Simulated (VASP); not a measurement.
Runs of VASP 6.6.1 on OCH4. The cell holds a molecule in a box, 6 atoms: a = 12.772 Å, b = 13.272 Å, c = 13.772 Å, α = 90.00°, β = 90.00°, γ = 90.00°. 

```tsv
task	level	cell	atoms held fixed (from 0)	gap on the mesh (eV)	largest force (eV/Å)
single point	RPBE	as given	-	5.47	0.28
relaxation of the atoms	PBE+D3(BJ)	atoms relaxed	[0]	5.57	-
single point	RPBE+D3(BJ)	as given	-	5.47	0.25
single point	PBE	as given	-	5.57	(a)
```

Alike in all rows: potentials or basis VASP PAW PBE potentials, release 64 (O, C, H); no spin polarisation; k mesh 1 × 1 × 1; cutoff (eV) 400; smearing gaussian 0.01 eV.

**Question.** Estimate the missing entries.

**Answer.** (a) 0.03.

Caveats: the PAW data sets were made with another functional, which shifts forces and pressure a little (some runs).

